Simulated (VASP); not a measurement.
OSZICAR of a VASP run on InP (zinc blende):

### OSZICAR
```
       N       E                     dE             d eps       ncg     rms          rms(c)
DAV:   1     0.112943065442E+03    0.11294E+03   -0.87082E+03   754   0.156E+03
DAV:   2    -0.145867418303E+01   -0.11440E+03   -0.11087E+03   779   0.323E+02
DAV:   3    -0.980629909255E+01   -0.83476E+01   -0.82858E+01   994   0.930E+01
DAV:   4    -0.100391776841E+02   -0.23288E+00   -0.23273E+00   853   0.170E+01
DAV:   5    -0.100522735559E+02   -0.13096E-01   -0.13096E-01  1180   0.363E+00    0.544E+00
DAV:   6    -0.967975602156E+01    0.37252E+00   -0.70562E-01  1123   0.148E+01    0.330E+00
DAV:   7    -0.964302406870E+01    0.36732E-01   -0.15628E-01  1055   0.333E+00    0.112E+00
DAV:   8    -0.963773073913E+01    0.52933E-02   -0.12501E-02  1024   0.155E+00    0.359E-01
DAV:   9    -0.963744895994E+01    0.28178E-03   -0.15833E-03   972   0.608E-01    0.179E-01
DAV:  10    -0.963744463549E+01    0.43244E-05   -0.14353E-04   906   0.102E-01    0.109E-01
DAV:  11    -0.963744862256E+01   -0.39871E-05   -0.21793E-05  1071   0.489E-02    0.193E-02
DAV:  12    -0.963744741788E+01    0.12047E-05   -0.73819E-06   914   0.562E-02    0.142E-02
DAV:  13    -0.963744738611E+01    0.31768E-07   -0.33055E-07   814   0.564E-03
   1 F= -.96374474E+01 E0= -.96374474E+01  d E =-.491931E-07
```

Task: Which electronic solver shows in the log?

Result: It is blocked Davidson (ALGO = Normal, or the opening steps of other solvers). The INCAR had ALGO = Normal.

Task: Can the final energy be trusted as converged?

Result: The calculation finished and met its thresholds. It stopped with EDIFF = 1E-7, NELM = 100 (LDA (Ceperley-Alder, Perdew-Zunger), plane waves, VASP's LDA PAW potentials (set 64)).

The compound is InP in the zinc blende structure. This cell is one point of a volume scan, at 1.06 of the reference volume.
